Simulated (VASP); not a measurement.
```
CELL_PARAMETERS angstrom
      4.69327    -8.12898     0.00000
      4.69327     8.12898     0.00000
      0.00000     0.00000    10.01920
ATOMIC_POSITIONS crystal
  Al 0.22195 0.11075 0.24954
  Al 0.11127 0.22264 0.99904
  Al 0.22205 0.11090 0.74900
  Al 0.11384 0.22459 0.49861
  Al 0.22476 0.44558 0.25268
  Al 0.11123 0.55505 0.99907
  Al 0.22240 0.44432 0.74467
  Al 0.11375 0.55541 0.49858
  Al 0.22195 0.77760 0.24953
  Al 0.11097 0.88873 0.99929
  Al 0.22203 0.77729 0.74901
  Al 0.11079 0.88852 0.49933
  Al 0.55563 0.11098 0.24994
  Al 0.44459 0.22258 0.99905
  Al 0.55506 0.11063 0.74880
  Al 0.44382 0.22454 0.49865
  Al 0.55389 0.44554 0.25270
  Al 0.44423 0.55532 0.99716
  Al 0.55496 0.44432 0.74472
  Al 0.55395 0.77481 0.25267
  Al 0.44464 0.88840 0.99904
  Al 0.55501 0.77689 0.74469
  Al 0.44385 0.88545 0.49861
  Al 0.88856 0.11101 0.24998
  Al 0.77762 0.22205 0.99955
  Al 0.88875 0.11066 0.74885
  Al 0.77743 0.22184 0.49898
  Al 0.88849 0.44391 0.24996
  Al 0.77692 0.55505 0.99907
  Al 0.88864 0.44427 0.74881
  Al 0.77469 0.55543 0.49859
  Al 0.88872 0.77755 0.24948
  Al 0.77701 0.88841 0.99911
  Al 0.88841 0.77727 0.74897
  Al 0.77468 0.88547 0.49859
  N  0.22159 0.11009 0.44140
  N  0.11150 0.22322 0.19252
  N  0.22220 0.11120 0.94210
  N  0.11038 0.22120 0.69148
  N  0.23056 0.44837 0.44575
  N  0.11149 0.55468 0.19259
  N  0.22225 0.44437 0.94018
  N  0.11032 0.55533 0.69145
  N  0.22159 0.77772 0.44143
  N  0.11086 0.88868 0.19107
  N  0.22220 0.77742 0.94213
  N  0.11079 0.88849 0.69219
  N  0.55465 0.11043 0.44199
  N  0.44491 0.22315 0.19250
  N  0.55525 0.11082 0.94203
  N  0.44397 0.22125 0.69158
  N  0.55091 0.44831 0.44572
  N  0.44419 0.55530 0.18959
  N  0.55520 0.44433 0.94023
  N  0.44414 0.55518 0.69345
  N  0.55088 0.76869 0.44577
  N  0.44489 0.88808 0.19254
  N  0.55529 0.77729 0.94023
  N  0.44396 0.88886 0.69152
  N  0.88884 0.11046 0.44202
  N  0.77756 0.22198 0.19168
  N  0.88882 0.11084 0.94202
  N  0.77753 0.22184 0.69199
  N  0.88882 0.44462 0.44200
  N  0.77625 0.55460 0.19251
  N  0.88879 0.44447 0.94204
  N  0.77806 0.55540 0.69150
  N  0.88917 0.77768 0.44137
  N  0.77630 0.88811 0.19257
  N  0.88843 0.77743 0.94207
  N  0.77814 0.88889 0.69148
  Be 0.44410 0.55511 0.48920
```
Cell charge +1.

Calculation: HSE06 screened hybrid, VASP's PBE PAW potentials (set 64) (plane waves; VASP 6.6.1). Run with PREC = Normal, LREAL = Auto, ISYM = 0, NELECT = 286.0, EDIFF = 1E-5, 400 eV cut-off, 1×1×1 Γ-centred mesh, Gaussian smearing of 0.050 eV, potentials Al N Be.

The cell is charged, with a uniform compensating background. The supercell is sampled at Γ alone, which is coarse: total energies, pressure and levels can be off, energies of defects by several tenths of an eV.

Question: What does the run give for the energy per atom (σ→0)?

Answer: 
- energy per atom (σ→0) = -8.715 eV/atom

The cell is a supercell with a defect, built from AlN (wurtzite): Be_Al, charge +1. The cell's shape comes from a PBE relaxation. The run is not spin-polarised, so no state with unpaired spins was tried.
